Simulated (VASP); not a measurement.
A convergence study with VASP on BeS (zinc blende): one setting is varied, all else stays as given below, so the limit is that of these other settings. ε∞ is the independent-particle value.

```xyz
2
Lattice="0.0000 2.4350 2.4350 2.4350 0.0000 2.4350 2.4350 2.4350 0.0000" Properties=species:S:1:pos:R:3 pbc="T T T"
Be     0.0000     0.0000     0.0000
S      1.2175     1.2175     1.2175
```

Computed with PBE GGA, VASP's PBE PAW potentials (set 64) (plane waves; VASP 6.6.1). The tightest run used: 550 eV cut-off, 8×8×8 Γ-centred mesh, Gaussian smearing of 0.050 eV, potentials Be S.

The reference is NBANDS = 132, which took about 70 core-seconds. Times come from single runs on busy shared machines, so they are rough: good to a factor of about 2.

Of the settings NBANDS = 5; NBANDS = 6; NBANDS = 8; NBANDS = 12; NBANDS = 20; NBANDS = 36; NBANDS = 68; NBANDS = 132, which is the lowest that keeps the difference from the reference in mean ε∞ within 0.05 from there on, and what does it cost?

NBANDS = 12; its cost over the reference is about 1/9.
```tsv
setting	difference in mean ε∞	cost over the reference
NBANDS = 5	2.13	about 1/20
NBANDS = 6	1.06	about 1/10
NBANDS = 8	0.23	about 1/10
NBANDS = 12	0.02	about 1/9
NBANDS = 20	0.00	about 1/6
NBANDS = 36	0.00	about 1/4
NBANDS = 68	0.00	about 1/2
NBANDS = 132	0.00	reference
```

Left out are rungs that failed or repeat a setting and relaxations that didn't move; long series are thinned to 24 rows.

The compound is BeS in the zinc blende structure. The cell was not relaxed at this level.
